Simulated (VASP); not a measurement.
Method: PBE GGA with D4 dispersion, VASP's PBE PAW potentials (set 64) (plane waves; VASP).

VASP input:

POSCAR:
```
MgS
1
    0.0000000000     2.6329982872     2.6329982872
    2.6329982872     0.0000000000     2.6329982872
    2.6329982872     2.6329982872     0.0000000000
Mg S
1 1
Direct
  0.0000000000   0.0000000000   0.0000000000
  0.5000000000   0.5000000000   0.5000000000
```

### KPOINTS
```
kpoints
0
gamma
9 9 9
```

INCAR:
```
# general
SYSTEM  =  MgS
PREC    =  Accurate
ENCUT   =  520
LREAL   =  .False.
LASPH   =  .True.

# electronic loop
EDIFF   =  1E-7
NELM    =  100
ALGO    =  Normal

# smearing
ISMEAR  =  0
SIGMA   =  0.05

# functional
GGA     =  PE
IVDW    =  13

# ions
ISIF    =  2

# output
LWAVE   =  .False.
LCHARG  =  .False.
```

POTCAR, in this order: Mg S (PBE.64 set). Program: vasp_std.

Problem. What will the output report for the number of irreducible k-points (NKPTS), largest plane-wave count, number of space-group operations, FFT grid (NGX, NGY, NGZ)?

Solution. 
The number of irreducible k-points (NKPTS) comes out as 35. The largest plane-wave count is 1002 and the number of space-group operations is 48. The FFT grid (NGX, NGY, NGZ) comes out as 28 × 28 × 28.

The compound is MgS in the rock salt structure. This cell is one point of a volume scan, at 1.06 of the reference volume.
